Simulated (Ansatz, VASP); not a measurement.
## Two plane-wave programs on TaWC2

```xyz
4
Lattice="1.5719 0.9075 5.1016 -1.5719 0.9075 5.1016 0.0000 -1.8150 5.1016" Properties=species:S:1:pos:R:3 pbc="T T T"
Ta    0.0000    0.0000    7.6524
W     0.0000    0.0000    0.0000
C     0.0000    0.0000   11.4644
C     0.0000    0.0000    3.8405
```

The cell comes from a database or a generator and needn't be the stable form of this composition.

Alike in both runs: task single point; functional PBEsol; k mesh 9 × 9 × 9; occupations fermi-dirac, width 0.1 eV; no spin polarisation.

```csv
,VASP,Ansatz
version,VASP 6.6.1,Ansatz 0.2.0
potentials or method,"VASP PAW PBE potentials, release 64 (Ta_pv, W_sv, C)","plane waves, PAW"
plane-wave cutoff (eV),520,420
valence electrons in the cell,33,35
```

Ansatz gave:

| Item | Value |
| --- | --- |
| gap on the k mesh at the Fermi level (eV) | none |
| pressure (GPa) | -10.7 |
| largest component of the traceless stress (GPa) | 1.05 |
| rms of the force components (eV/Å) | 0.055 |

**Question.** Estimate VASP's values.

**Answer.** gap on the k mesh at the Fermi level (eV): none; pressure (GPa): -9.9; largest component of the traceless stress (GPa): 1.08; rms of the force components (eV/Å): 0.059.

Atom by atom the forces differ by 0.004 eV/Å (rms over components). A gap of «none» marks a metal or a gap that the smearing closes. The functional is the same, so the differences come from potentials, cutoffs and numerics. The two sets of potentials don't hold the same shells in valence.

Caveats: the PAW data sets were made with another functional, which shifts forces and pressure a little (VASP). Spin-orbit coupling is left out, which matters for the levels of Ta, W.
